A band gap calculated for SrTiO3 may serve to judge where the oxide starts to absorb light or how well it insulates. How far can the level of theory alone move that number? In the comparison below the cubic cell is held fixed while the functional, the recipe for exchange and correlation among the electrons, is changed. "Gap on path" is the smallest energy distance between filled and empty states along the sampled lines of crystal momentum, and "direct gap on path" is the smallest distance at one and the same momentum.

VASP 6.6.1, plane-wave DFT with PAW potentials for cubic SrTiO3 (Pm-3m, 5 atoms, a = 3.895 Å), with the same fixed cell in every row. Cutoff 520 eV, 8 × 8 × 8 k mesh, Gaussian smearing of 0.03 eV, no spin polarisation or spin–orbit coupling. The band path runs Γ–X–M–Γ–R–X and M–R.

```
functional                            potentials  gap on path (eV)  direct gap on path (eV)
       LDA  VASP-PAW-LDA-potentials,-recommended             1.764                    2.118
       PBE  VASP-PAW-PBE-potentials,-recommended             1.871                    2.222
    PBEsol  VASP-PAW-PBE-potentials,-recommended             1.815                    2.169
    r2SCAN  VASP-PAW-PBE-potentials,-recommended             2.294                    2.672
    TB-mBJ  VASP-PAW-PBE-potentials,-recommended             2.847                    3.264
```

### 1. Which of the two gaps is larger, and which one matters for light?

The direct gap is larger in every row, by roughly 0.35 to 0.42 eV, so all five levels make SrTiO3 an indirect-gap insulator. The highest filled state and the lowest empty state sit at different momenta. By the established assignment for this crystal, the filled edge lies at R, the corner of the momentum zone, and the empty edge at Γ, its centre.

A photon carries almost no momentum on this scale. Absorption across the indirect gap therefore needs help from a lattice vibration and is weak, while strong absorption starts near the direct gap. For the onset of strong absorption the second column is the one to read, and for the least energy that separates an electron from a hole, the first.

### 2. In what order do the levels of theory stand?

The gap grows from LDA through PBEsol and PBE to r2SCAN and then TB-mBJ, and the direct gap follows the same order. The steps are very uneven. LDA, PBEsol and PBE lie within 0.107 eV of each other, whereas going from PBE to r2SCAN adds 0.423 eV and going on to TB-mBJ adds a further 0.553 eV.

The five rows thus form a tight group and two outliers above it. Choosing among the members of the group hardly matters for the gap, but leaving the group matters a great deal. An explanation has to account for both facts.

### 3. Why do LDA, PBEsol and PBE agree so closely, and why are they low?

In SrTiO3 the filled edge is made mainly of oxygen 2p orbitals and the empty edge of titanium 3d orbitals. This is textbook chemistry: Ti⁴⁺ has given up its d electrons and O²⁻ has a full p shell. The gap is therefore the price of moving an electron from oxygen to titanium.

LDA, PBEsol and PBE all describe that move with one local potential, the same for filled and empty orbitals. LDA builds it from the electron density at each point, while PBEsol and PBE add the slope of the density, PBEsol with the gentler dependence. PBEsol indeed falls between the other two. The slope corrects this potential only modestly, so the three gaps are expected to stay together. A shared local form would not be enough for that, since TB-mBJ, taken up below, is local as well.

An isolated helium atom shows what such a potential misses. Its true gap is the cost of removing one electron less the energy gained by adding one. For helium that gain is nil, because the added electron meets two electrons already present and is not bound. An empty orbital in the exact local potential of the neutral atom behaves instead like the orbital of an excited electron, which has left one of those two places vacant and meets only one other electron. The orbital gap is then too small, and the missing piece is called the derivative discontinuity.

The same omission lowers the gap in a solid. The comparison ends at its size, because in a crystal the added electron spreads out and the others screen it. Helium thus shows a main reason for the error in SrTiO3 but not its magnitude, and the approximations inside each functional add errors of their own.

### 4. Why do r2SCAN and TB-mBJ open the gap?

Both use one more ingredient, the kinetic-energy density, which measures how sharply the occupied orbitals vary in space. It can tell apart regions that have similar density but different kinds of orbitals. The two methods put this information to different uses.

In r2SCAN it enters the energy itself. The potential then becomes an operator that acts on each orbital according to its shape, and theory shows that the resulting orbital gap includes part of the missing discontinuity. A larger gap than with PBE is therefore expected, but the table does not separate this contribution from the other differences between the two functionals.

TB-mBJ keeps a local potential but shapes it with the kinetic-energy density, using parameters chosen so that the gaps of known solids come out well. Its larger gap is thus what it was designed to give, and is no independent proof that its physics is better. There is also a practical cost: no energy expression belongs to this potential, so it cannot relax a cell or compare two structures.

### 5. Does a better functional stretch the bands or move them apart?

Suppose that a change of functional only moves the empty bands away from the filled ones, by the same amount at every momentum. The indirect and the direct gap then grow equally, and their difference keeps its PBE value. The direct gap at any other level would be that level's own indirect gap plus this fixed difference.

For TB-mBJ the estimate runs as follows. The PBE difference is 2.222 − 1.871 = 0.351 eV, and adding it to the TB-mBJ indirect gap gives 2.847 + 0.351 = 3.198 eV. The calculated direct gap is 3.264 eV, so the estimate is about 0.07 eV too low. Since the indirect gap is an input, this tests how evenly the bands move apart and not how far.

The alternative is that all energy distances grow by one common factor. That overshoots the TB-mBJ direct gap by about 0.12 eV, and it does worse than the rigid shift for the other levels too. From PBE to TB-mBJ the indirect gap rises by 52%, while the difference between the two gaps rises by only 19%.

There is a chemical reason for this. If the edges lie at R and Γ as assigned, and the smallest direct gap is the one at Γ, the difference between the gaps is the drop of the highest filled band from R to Γ. That drop depends mainly on how the oxygen orbitals overlap, and the oxygen atoms have not moved. The gap depends on the energy of titanium orbitals relative to oxygen orbitals, which is where the functionals disagree.

The shift is not perfectly rigid, since the difference does grow at r2SCAN and more at TB-mBJ. These two levels therefore also alter the shape of the bands a little. The gaps alone do not reveal why.

### 6. What would change if each functional chose its own cell?

All rows use a cell that suits PBEsol. The stresses of the same calculations show that it does not suit the others equally: under PBE it is compressed, with a pressure of about 6.5 GPa, and under LDA it is stretched, with about −4.9 GPa. Left free, the PBE cell would expand and the LDA cell would shrink. TB-mBJ has no energy expression and therefore no cell of its own to choose.

A rough estimate shows what is at stake. SrTiO3 has a bulk modulus of somewhat under 200 GPa, so such pressures correspond to volume changes of a few percent. Gaps typically shift by a few electronvolts per unit of relative volume change, which makes the effect of order 0.1 eV. That is comparable with the whole spread between LDA and PBE, so their order may not survive relaxation, whereas the step up to r2SCAN should.

The LDA row also uses its own set of atomic potentials, while the other four share the PBE set. Its distance from PBE therefore mixes two changes. The cleanest comparison within the group is PBE against PBEsol, with the same cell and the same potentials, and there the functional alone changes the gap by 0.056 eV.

### 7. What would change if zirconium replaced titanium?

The same reasoning applies. Oxygen still supplies the filled edge, but the empty edge now consists of zirconium 4d orbitals, which lie higher in energy than titanium 3d. Moving an electron from oxygen to the metal costs more, and the gap is wider, as is well known for zirconates.

Replacing strontium by barium is a milder change. Neither ion contributes much to the band edges, so in a cubic crystal the exchange acts mainly through the size of the cell. Real barium titanate is distorted at room temperature, with titanium off the centre of its oxygen cage, and this shifts the gap too. To guess the trend for a neighbouring oxide, first ask which atom owns each edge, and only then which functional to use.

### 8. Which digits can be trusted, and which level should be used?

The third decimal records what these settings gave. The smallest gap found on the momentum mesh agrees with that on the path to within 0.001 eV, which confirms that both contain the same band edges. It does not show how the gap would respond to a finer mesh or a higher cutoff, and no such variation is at hand. For comparing levels of theory, the first decimal carries the message.

Closeness to nature is a separate matter. The measured indirect gap is roughly 3.2 eV, a recalled value. Against it LDA is low by about 1.4 eV, r2SCAN by about 0.9 eV and TB-mBJ by a few tenths. Vibrations of the lattice, left out here, also shift the measured gap, so these shortfalls are not a pure measure of the electronic error.

Wavelengths show what this means in practice. Dividing 1240 by an energy in electronvolts gives the wavelength in nanometres. The PBE direct gap of 2.222 eV corresponds to about 560 nm, so SrTiO3 would strongly absorb violet, blue and most green light, although pure crystals are clear and colourless. The TB-mBJ value of 3.264 eV corresponds to about 380 nm, at the edge of the ultraviolet.

A workable rule for this oxide is to divide the labour. Take the cell from measurement or from a functional that describes cells well, compute the gap on that cell with TB-mBJ, and treat the result as a value that may still be several tenths of an electronvolt too low. One oxide does not show that TB-mBJ is the best choice elsewhere. If only a PBE or PBEsol band structure exists, its spacing between direct and indirect gap still agrees with the other levels here to better than 0.1 eV, even though the gap itself does not. That is agreement among calculations only: measured gaps, as recalled, put the spacing somewhat above all five levels.
